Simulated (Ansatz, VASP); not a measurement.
# Mg (Magnesium): VASP beside Ansatz, part 2 of 2

One calculation is typed for both programs; each brings its own data sets. How far apart do they land? The structure shown is the end of the Ansatz relaxation below.

VASP 6.6.1 and Ansatz 0.2.0.

So far. Step 3 (VASP: single point, PBEsol, pair 1): The run ends at a pressure of 1.13 GPa.

**6. VASP: single point, PBEsol, pair 2 (continued)**

Level of this step: PBEsol; plane waves and PAW (Mg) (VASP).

Numbers of over 12 decimals in the logs are rounded to 6 here.

From OUTCAR (step 6):

```text
  Total       -0.0093024     -0.0093024      0.4363553      0.0000000      0.0000000      0.0000000
  in kB       -0.3355246     -0.3355246     15.7387790      0.0000000      0.0000000      0.0000000
  external PRESSURE =       5.0225766 kB  Pullay stress =       0.0000000 kB

 POSITION                                       TOTAL-FORCE (eV/Angst)
 -----------------------------------------------------------------------------------
      0.00000      1.84935      1.24976         0.000000      0.000000      0.000000
      1.60159      0.92468      3.74929        -0.000000     -0.000000      0.000000
 -----------------------------------------------------------------------------------
    total drift:                                0.000000     -0.000000      0.000000

  FREE ENERGIE OF THE ION-ELECTRON SYSTEM (eV)
  ---------------------------------------------------
  free  energy   TOTEN  =        -3.4440632780 eV

  energy  without entropy=       -3.4427984494  energy(sigma->0) =       -3.44364167

[... 1 part as in an earlier step ...]

[... 2 further parts left out ...]
[key lines of the parts left out:]
E-fermi :   2.7515
```

The run ends at a pressure of 0.50 GPa.

**7. Side by side**

What differs besides the data sets and the points named for the pairs above, as far as they apply: the data sets hold 20 valence electrons in Ansatz (on its PAW soft_1 files) and 4 in VASP. Total energies have different zeros and are not compared.

Both answers:

```
      quantity  Ansatz  VASP  difference
pressure (GPa)    0.53  0.50       +0.03
```

**8. Ansatz: relaxation, PBEsol**

This run makes the geometry at which the two programs are then compared. The cell compared in this pair holds 44.12 Å³, against 44.42 Å³ for the pair before.

The structure compared here is the end of the Ansatz relaxation.

Contents of input.yaml:

```yaml
crystal:
  lattice:
    - [3.2031766866, 0.0, 0.0]
    - [-1.6015883433, 2.7740323834, 0.0]
    - [0.0, 0.0, 4.9480386181]
  atoms:
    - { symbol: Mg, position: [0.3333333357, 0.6666666643, 0.25] }
    - { symbol: Mg, position: [0.6666666643, 0.3333333357, 0.75] }
kpoints:
  mp_grid: { grid: [15, 15, 8] }
hamiltonian:
  xc: pbesol
  pseudopotentials: { kind: paw, azcp: { folder: soft_1 }, xc_functional: pbe }
scf:
  occupations: { method: methfessel_paxton, width: 0.2 }
output:
  forces: true
  stress: true
  eigenvalues: true
relax:
  adjacent_minimum: "off"
  f_tol: 0.001
  max_steps: 60
  cell: { stress_tol: 0.01, fix: [c, angles] }
```

On the command line:

```
$ ansatz run input.yaml --threads 4 --pin off --max-ram 10240MiB --backend cpu --events-out ev --progress --plain --runs-dir out
```

What it wrote:

```text
[...]
Crystal: 2 atoms, lattice volume = 43.967 Å³
Basis set: ecut = 420 eV, 881 PW (Γ), exchange–correlation on 48×48×72 points (8 copies of the dense FFT grid, shifted against one another)
Bands: 14, of which v1, the nominal top of the filled ones, is band 10 counted from 1 (9 counted from 0)
Symmetry: 8 space group operations
k-points: 320 of 1800
[...]
k-point 319: bands = [... 6 lower, -36.6316, -36.6316, 4.3551, 4.3551, 5.7594, 5.7594, 13.7433, 13.7433]
--- Relaxed structure (3 steps of the walk, 3 accepted, 1 SCFs on fresh bases) ---
[...]
cell:  # Å, volume = 44.1234 Å³
    - [3.208874, 4.289464106740392e-19, 0]
    - [-1.604437, 2.778967, 0]
    - [0, 0, 4.9480386181]
  atoms:
    - { symbol: Mg, position: [0.333333, 0.666667, 0.25] }
    - { symbol: Mg, position: [0.666667, 0.333333, 0.75] }
[key lines of the parts left out:]
SCF converged after 5 iterations
Free energy (F): -3824.094861 eV
Fermi energy:    5.873099 eV
P = ⅓ Tr σ = 0.8469 GPa (8.469 kbar)
```

**9. VASP: single point, PBEsol, pair 3**

The same cell, functional, mesh and smearing now go to VASP, with its own data sets.

Contents of INCAR:

```
SYSTEM = Mg
PREC = Accurate
ENCUT = 600
EDIFF = 1E-06
NELM = 120
ISMEAR = 1
SIGMA = 0.2
LREAL = .FALSE.
ALGO = Normal
GGA = PS
NBANDS = 8
LORBIT = 11
LWAVE = .FALSE.
LCHARG = .FALSE.
ISIF = 2
LASPH = .TRUE.
GGA_COMPAT = .FALSE.
KPAR = 2
```

Contents of POSCAR:

```
Mg
1.0
    3.2088742163      0.0000000000      0.0000000000
   -1.6044371082      2.7789665889      0.0000000000
    0.0000000000      0.0000000000      4.9480386181
Mg
2
Direct
    0.3333333362      0.6666666638      0.2500000000
    0.6666666638      0.3333333362      0.7500000000
```

Contents of KPOINTS:

```
Automatic mesh
0
Gamma
15 15 8
0 0 0
```

The projector-augmented-wave data sets are Mg (PBE family, release 64).

On the command line:

```
$ mpirun -np 2 vasp_std
```

What it wrote:

```text
[... set-up lines as in an earlier step ...]
 entering main loop
       N       E                     dE             d eps       ncg     rms          rms(c)
DAV:   1    -0.618452644345E+00   -0.61845E+00   -0.13970E+03  2160   0.395E+02
DAV:   2    -0.344117878761E+01   -0.28227E+01   -0.27556E+01  3000   0.238E+01
DAV:   3    -0.345817454159E+01   -0.16996E-01   -0.16991E-01  3024   0.233E+00
DAV:   4    -0.345822060723E+01   -0.46066E-04   -0.46065E-04  3120   0.933E-02
DAV:   5    -0.345822071667E+01   -0.10944E-06   -0.10933E-06  2968   0.293E-03    0.963E-01
DAV:   6    -0.344765750757E+01    0.10563E-01   -0.49056E-04  2680   0.171E-01    0.613E-01
DAV:   7    -0.343820726143E+01    0.94502E-02   -0.20847E-03  2296   0.311E-01    0.309E-02
DAV:   8    -0.343821120122E+01   -0.39398E-05   -0.15474E-05  3440   0.282E-02    0.636E-03
DAV:   9    -0.343821097427E+01    0.22696E-06   -0.91102E-07  2424   0.465E-03
   1 F= -.34382110E+01 E0= -.34378748E+01  d E =-.100842E-02
```

OUTCAR, selected parts (step 9):

```text
  Total       -0.0085358     -0.0085358      0.6966895      0.0000000      0.0000000      0.0000000
  in kB       -0.3099456     -0.3099456     25.2976837      0.0000000      0.0000000      0.0000000
  external PRESSURE =       8.2259308 kB  Pullay stress =       0.0000000 kB

 POSITION                                       TOTAL-FORCE (eV/Angst)
 -----------------------------------------------------------------------------------
      0.00000      1.85264      1.23701         0.000000      0.000000      0.000000
      1.60444      0.92632      3.71103        -0.000000     -0.000000      0.000000
 -----------------------------------------------------------------------------------
    total drift:                                0.000000     -0.000000      0.000000

  FREE ENERGIE OF THE ION-ELECTRON SYSTEM (eV)
  ---------------------------------------------------
  free  energy   TOTEN  =        -3.4382109743 eV

  energy  without entropy=       -3.4372025517  energy(sigma->0) =       -3.43787483

[... 1 part as in an earlier step ...]

[... 2 further parts left out ...]
[key lines of the parts left out:]
E-fermi :   2.7825
```

The run ends at a pressure of 0.82 GPa.

**10. Side by side**

What differs besides the data sets and the points named for the pairs above, as far as they apply: the data sets hold 20 valence electrons in Ansatz (on its PAW soft_1 files) and 4 in VASP. Total energies have different zeros and are not compared.

Compared:

| quantity | Ansatz | VASP | difference |
| --- | --- | --- | --- |
| pressure (GPa) | 0.85 | 0.82 | +0.02 |

**11. What came out**

| Item | Value |
| --- | --- |
| difference in pressure (single point, PBEsol, pair 1) | 0.020 GPa |
| difference in pressure (single point, PBEsol, pair 2) | 0.028 GPa |
| difference in pressure (single point, PBEsol, pair 3) | 0.024 GPa |

What this shows: The difference in pressure is 0.028 GPa (single point, PBEsol, pair 2), within the 1 GPa picked in this series as the mark of a large difference. The data sets hold unlike numbers of valence electrons (20 in Ansatz and 4 in VASP), so part of the differences comes from the potentials. 5 further runs of this series are not shown here. How closely two codes agree says nothing of how well the functional describes the real material.

[Lines on the potential files, build, host, timing and source positions are cut from VASP's logs without a mark.]

[Logs are printed without paths, hosts, clocks, repeated set-up lines and the standing remarks that a program may print on its own settings, such as how far it seeks lower states.]

[Hosts, paths, dates, database ids (printed as entryN), source tags and the programs' standing remarks are cut or masked in the printed files.]
